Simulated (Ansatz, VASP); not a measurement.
## MgPd: VASP beside Ansatz

```xyz
2
Lattice="3.1600 0.0000 0.0000 0.0000 3.1600 0.0000 0.0000 0.0000 3.1600" Properties=species:S:1:pos:R:3 pbc="T T T"
Mg    0.0000    0.0000    0.0000
Pd    1.5800    1.5800    1.5800
```

Alike in both runs: task single point; functional LDA; k mesh 16 × 16 × 16; occupations gaussian, width 0.15 eV; no spin polarisation.

|  | VASP | Ansatz |
| --- | --- | --- |
| version | VASP 6.6.1 | Ansatz 0.2.0 |
| potentials or method | VASP PAW LDA potentials, release 64 (Mg, Pd) | scalar-relativistic, plane waves, PAW |
| plane-wave cutoff (eV) | 520 | 420 |
| valence electrons in the cell | 12 | 28 |

Ansatz gave:

| Quantity | Value |
| --- | --- |
| gap on the k mesh at the Fermi level (eV) | none |
| pressure (GPa) | -5.6 |

Task: Estimate VASP's values.

Result: gap on the k mesh at the Fermi level (eV): none; pressure (GPa): -5.9.

A gap of «none» marks a metal or a gap that the smearing closes. The two sets of potentials don't hold the same shells in valence.
